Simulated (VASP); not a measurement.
# Si3Sb2As2 in VASP: a series of runs

The runs below take Si3Sb2As2 through single point, with PBE.

Everything below comes from runs of VASP 6.6.1. Logs are shortened: lines on timing, memory, paths and dates and some standing lists are left out, and cuts for length are marked.

## (1) Starting point

The cell holds a sheet with vacuum, 7 atoms: a = 5.502 Å, b = 5.502 Å, c = 32.576 Å, α = 90.00°, β = 90.00°, γ = 120.00°.

The cell was built by a generator and needn't be a form met in nature.

## (2) Single point, PBE

INCAR reads:

```
ALGO = Fast
DIPOL = 0.5 0.5 0.275
EDIFF = 1E-6
ENCUT = 520
GGA = PE
IDIPOL = 3
ISIF = 2
ISMEAR = 0
LASPH = True
LCHARG = False
LDIPOL = True
LREAL = False
LWAVE = False
NBANDS = 25
NELM = 100
PREC = Accurate
SIGMA = 0.01
```

KPOINTS reads:

```
k-points
0
Gamma
  6 6 1
```

POSCAR reads:

```
Si3Sb2As2
1.0
    5.5020145433     -0.0000002707      0.0000000000
   -2.7510070372      4.7648845019      0.0000000000
    0.0000000000      0.0000000000     32.5755881109
Si Sb As
3 2 2
Direct
    0.5000000000      0.5000000000      0.2699501517
    0.5000000000      0.0000000000      0.2699501517
    1.0000000000      0.5000000000      0.2699501517
    0.6666666667      0.3333333333      0.3446631147
    0.3333333333      0.6666666667      0.3446631147
    0.6666666667      0.3333333333      0.2118678196
    0.3333333333      0.6666666667      0.2118678196
```

Potentials or basis: VASP PAW PBE potentials, release 64 (Si, Sb, As).

Command:

```console
> cat potpaw_PBE.64/Si/POTCAR potpaw_PBE.64/Sb/POTCAR potpaw_PBE.64/As/POTCAR > POTCAR
> mpirun -np 1 vasp_std > vasp.out
```

OUTCAR:

```text
EDIFF = 1E-6
   ENCUT = 520
   GGA = PE
   ISIF = 2
   ISMEAR = 0
   LASPH = True
   LREAL = False
   NELM = 100
   PREC = Accurate

 ion  position               nearest neighbor table
   1  0.500  0.500  0.270-   6 2.47   7 2.47   3 2.75   3 2.75   2 2.75   2 2.75   4 2.91   5 2.91

   2  0.500  0.000  0.270-   6 2.47   7 2.47   1 2.75   1 2.75   3 2.75   3 2.75   4 2.91   5 2.91

   3  0.000  0.500  0.270-   6 2.47   7 2.47   1 2.75   1 2.75   2 2.75   2 2.75   4 2.91   5 2.91

   4  0.667  0.333  0.345-   3 2.91   2 2.91   1 2.91   5 3.18   5 3.18   5 3.18
   5  0.333  0.667  0.345-   3 2.91   2 2.91   1 2.91   4 3.18   4 3.18   4 3.18
   6  0.667  0.333  0.212-   3 2.47   2 2.47   1 2.47
   7  0.333  0.667  0.212-   3 2.47   2 2.47   1 2.47

  LATTYP: Found a hexagonal cell.
 ALAT       =     5.5020145433
 C/A-ratio  =     5.9206655770

  Lattice vectors:

 A1 = (   5.5020145433,  -0.0000002707,   0.0000000000)
 A2 = (  -2.7510070372,   4.7648845019,   0.0000000000)
 A3 = (   0.0000000000,   0.0000000000,  32.5755881109)

Analysis of symmetry for initial positions (statically):
=====================================================================
 Subroutine PRICEL returns:
 Original cell was already a primitive cell.

 Routine SETGRP: Setting up the symmetry group for a
 hexagonal supercell.

 Subroutine GETGRP returns: Found 12 space group operations
 (whereof 12 operations were pure point group operations)
 out of a pool of 24 trial point group operations.

The static configuration has the point symmetry C_6v.

Analysis of symmetry for dynamics (positions and initial velocities):
=====================================================================
 Subroutine PRICEL returns:
 Original cell was already a primitive cell.

 Routine SETGRP: Setting up the symmetry group for a
 hexagonal supercell.

 Subroutine GETGRP returns: Found 12 space group operations
 (whereof 12 operations were pure point group operations)
 out of a pool of 24 trial point group operations.

The dynamic configuration has the point symmetry C_6v.

 Subroutine INISYM returns: Found 12 space group operations
 (whereof 12 operations are pure point group operations),
 and found     1 'primitive' translations

----------------------------------------------------------------------------------------

                                     Primitive cell

  volume of cell :     854.0167

  direct lattice vectors                    reciprocal lattice vectors
     5.502014543 -0.000000271  0.000000000     0.181751615  0.104934332  0.000000000
    -2.751007037  4.764884502  0.000000000     0.000000010  0.209868682  0.000000000
     0.000000000  0.000000000 32.575588111     0.000000000  0.000000000  0.030697834

  length of vectors
     5.502014543  5.502014543 32.575588111     0.209868682  0.209868682  0.030697834

  position of ions in fractional coordinates (direct lattice)
     0.500000000  0.500000000  0.269950152
     0.500000000  1.000000000  0.269950152
     0.000000000  0.500000000  0.269950152
     0.666666667  0.333333333  0.344663115
     0.333333333  0.666666667  0.344663115
     0.666666667  0.333333333  0.211867820
     0.333333333  0.666666667  0.211867820

  ion indices of the primitive-cell ions
   primitive index   ion index
                 1           1
                 2           2
                 3           3
                 4           4
                 5           5
                 6           6
                 7           7

----------------------------------------------------------------------------------------

 KPOINTS: k-points

Automatic generation of k-mesh.
 Grid dimensions read from file:
 generate k-points for:    6    6    1

 Generating k-lattice:

  Cartesian coordinates                     Fractional coordinates (reciprocal lattice)
     0.030291936  0.017489055  0.000000000     0.166666667  0.000000000  0.000000000
     0.000000002  0.034978114  0.000000000     0.000000000  0.166666667  0.000000000
     0.000000000  0.000000000  0.030697834     0.000000000  0.000000000  1.000000000

  Length of vectors
     0.034978114  0.034978114  0.030697834

  Shift w.r.t. Gamma in fractional coordinates (k-lattice)
     0.000000000  0.000000000  0.000000000

 Subroutine IBZKPT returns following result:
 ===========================================

 Found      7 irreducible k-points:

 Following reciprocal coordinates:
            Coordinates               Weight
  0.000000  0.000000  0.000000      1.000000
  0.166667  0.000000  0.000000      6.000000
  0.333333  0.000000  0.000000      6.000000
  0.500000  0.000000  0.000000      3.000000
  0.166667  0.166667  0.000000      6.000000
  0.333333  0.166667  0.000000     12.000000
  0.333333  0.333333  0.000000      2.000000
   k-points           NKPTS =      7   k-points in BZ     NKDIM =      7   number of bands    NBANDS=     25
   number of dos      NEDOS =    301   number of ions     NIONS =      7
   total plane-waves  NPLWV = 441000
   dimension x,y,z NGX =    42 NGY =   42 NGZ =  250
   dimension x,y,z NGXF=    84 NGYF=   84 NGZF=  500
   ions per type =               3   2   2
   NGX,Y,Z   is equivalent  to a cutoff of  12.69, 12.69, 12.76 a.u.
   NGXF,Y,Z  is equivalent  to a cutoff of  25.38, 25.38, 25.52 a.u.
 SYSTEM =  unknown system
   PREC   = accura    normal or accurate (medium, high low for compatibility)
   ISTART =      0    job   : 0-new  1-cont  2-samecut
   ICHARG =      2    charge: 1-file 2-atom 10-const
   ISPIN  =      1    spin polarized calculation?
   LNONCOLLINEAR =      F non collinear calculations
   LSORBIT =      F    spin-orbit coupling
   LASPH  =      T    aspherical Exc in radial PAW
   ENCUT  =  520.0 eV  38.22 Ry    6.18 a.u.  10.23 10.23 60.57*2*pi/ulx,y,z
   NELM   =    100;   NELMIN=  2; NELMDL= -5     # of ELM steps
   EDIFF  = 0.1E-05   stopping-criterion for ELM
   LREAL  =      F    real-space projection
   EDIFFG = 0.1E-04   stopping-criterion for IOM
   NSW    =      0    number of steps for IOM
   IBRION =     -1    ionic relax: 0-MD 1-quasi-New 2-CG
   NFREE  =      0    steps in history (QN), initial steepest desc. (CG)
   ISIF   =      2    stress and relaxation
   ISYM   =      2    0-nonsym 1-usesym 2-fastsym
   POTIM  = 0.5000    time-step for ionic-motion
   TEBEG  =    0.0;   TEEND  =   0.0 temperature during run
   PSTRESS=    0.0 pullay stress
   NELECT =      32.0000    total number of electrons
   NUPDOWN=      -1.0000    fix difference up-down
   EMIN   =  10.00;   EMAX   =-10.00  energy-range for DOS
   EFERMI =   0.00;   METHOD = LEGACY
   ISMEAR =     0;   SIGMA  =   0.01  broadening in eV -4-tet -1-fermi 0-gaus
   EFERMI_NEDOS =   21; number of points for ismear=-14 and -15
   IALGO  =     68    algorithm
   IMIX   =      4    mixing-type and parameters
     AMIX     =   0.40;   BMIX     =  1.00
     AMIX_MAG =   1.60;   BMIX_MAG =  1.00
  volume/ion in A,a.u.               =     122.00       823.31
  Fermi-wavevector in a.u.,A,eV,Ry     =   0.547818  1.035225  4.083166  0.300104
  Thomas-Fermi vector in A             =   1.578236
   LORBIT       =      0    0 simple, 1 ext, 2 COOP (PROOUT), +10 PAW based schemes
   GGA     = PE    functional components
   LHFCALC =     F    Hartree Fock is set to
   AEXX    =    0.0000 exact exchange contribution
   IVDW    =     0    specifies the selected vdW correction
   LEPSILON=     F    determine dielectric tensor
   LRPA    =     F    only Hartree local field effects (RPA)
 non-spin polarized calculation
 RMM-DIIS sequential band-by-band and
 Gauss-broadening in eV      SIGMA  =   0.01
  energy-cutoff  :      520.00
  volume of cell :      854.02
 maximum number of plane-waves:     23024
 NGX is ok and might be reduce to    42
   NGX = 21   NGY = 21   NGZ =121

 dipolmoment           0.000000      0.000000      0.037568 electrons x Angstroem

 number of electron      32.0000001 magnetization

 dipolmoment           0.000000      0.000000     -0.069124 electrons x Angstroem

 Free energy of the ion-electron system (eV)
  ---------------------------------------------------
  ext. energy  EPLUGINS =         0.00000000
  ---------------------------------------------------
  free energy    TOTEN  =       -29.46258917 eV

  energy without entropy =      -29.46258917  energy(sigma->0) =      -29.46258917

 E-fermi :  -2.0059     XC(G=0):  -2.3104

 val. band max:       -2.0550853115   @ k =   0.3333   0.0000   0.0000
 cond. band min:      -1.9593455386   @ k =   0.1667   0.0000   0.0000
 fundamental gap:      0.0957397729
 Fermi energy:        -2.0058754371

 k-point     1 :       0.0000    0.0000    0.0000
  band No.  band energies     occupation
      1     -15.5120      2.00000
      2     -13.2796      2.00000
      3     -12.3661      2.00000
      4      -9.9682      2.00000
      5      -9.6219      2.00000
      6      -8.5867      2.00000
[... 17 lines left out ...]
     24       1.6207      0.00000
     25       1.6292      0.00000

 k-point     2 :       0.1667    0.0000    0.0000
  band No.  band energies     occupation
      1     -15.3917      2.00000
      2     -13.1508      2.00000
      3     -12.7114      2.00000
      4     -10.1286      2.00000
      5      -9.8475      2.00000
      6      -8.7124      2.00000
[... 17 lines left out ...]
     24       1.5162      0.00000
     25       1.5363      0.00000
[... 110 lines left out ...]
     24       0.8443      0.00000
     25       2.1529      0.00000

 k-point     7 :       0.3333    0.3333    0.0000
  band No.  band energies     occupation
      1     -14.3407      2.00000
      2     -14.3407      2.00000
      3     -12.0118      2.00000
      4     -12.0118      2.00000
      5      -9.3591      2.00000
      6      -8.8107      2.00000
[... 17 lines left out ...]
     24       1.1575      0.00000
     25       1.1729      0.00000

------------------------ aborting loop because EDIFF is reached ----------------------------------------

 vacuum level on the upper side and lower side of the slab       (xc-potential included)        -0.240         0.229

  FORCE on cell =-STRESS in cart. coord.  units (eV):
  Direction    XX          YY          ZZ          XY          YZ          ZX
  --------------------------------------------------------------------------------------
  -------------------------------------------------------------------------------------
  Total        0.0534068      0.0534068      0.2525023      0.0000000      0.0000000      0.0000000
  in kB        0.1001938      0.1001938      0.4737067      0.0000000      0.0000000      0.0000000
  external PRESSURE =       0.2246981 kB  Pullay stress =       0.0000000 kB

 VOLUME and BASIS-vectors are now :
 -----------------------------------------------------------------------------
  energy-cutoff  :      520.00
  volume of cell :      854.02
      direct lattice vectors                 reciprocal lattice vectors
     5.502014543 -0.000000271  0.000000000     0.181751615  0.104934332  0.000000000
    -2.751007037  4.764884502  0.000000000     0.000000010  0.209868682  0.000000000
     0.000000000  0.000000000 32.575588111     0.000000000  0.000000000  0.030697834

 POSITION                                       TOTAL-FORCE (eV/Angst)
 -----------------------------------------------------------------------------------
      1.37550      2.38244      8.79378         0.000000      0.000000      0.024017
      2.75101     -0.00000      8.79378         0.000000     -0.000000      0.024017
     -1.37550      2.38244      8.79378        -0.000000      0.000000      0.024017
      2.75101      1.58829     11.22760        -0.000000      0.000000      0.014391
      0.00000      3.17659     11.22760         0.000000     -0.000000      0.014391
      2.75101      1.58829      6.90172        -0.000000      0.000000     -0.050417
      0.00000      3.17659      6.90172         0.000000     -0.000000     -0.050417
 -----------------------------------------------------------------------------------
    total drift:                               -0.000000     -0.000000     -0.000329

  FREE ENERGIE OF THE ION-ELECTRON SYSTEM (eV)
  ---------------------------------------------------
  free  energy   TOTEN  =       -29.4625891733 eV

  energy  without entropy=      -29.4625891733  energy(sigma->0) =      -29.46258917

 vacuum level on the upper side and lower side of the slab         1.695         2.173
```

Wall time 13 min (1 thread of AMD EPYC 7R43 (Zen 3), shared host); peak memory 0.88 GiB.

Results:

```
Free energy            : -29.4626 eV
Largest force          : 0.050 eV/Å
Band gap on the k mesh : 0.10 eV, indirect (least direct gap 0.27 eV)
```

Forces on the atoms (eV/Å):
```
Si   0.000  0.000  0.024
Si   0.000  0.000  0.024
Si   0.000  0.000  0.024
Sb   0.000  0.000  0.014
Sb   0.000  0.000  0.014
As   0.000  0.000 -0.050
As   0.000  0.000 -0.050
```

Caveat: spin-orbit coupling is left out, which moves the levels of the heavy elements.

[end of part 1 of 2]
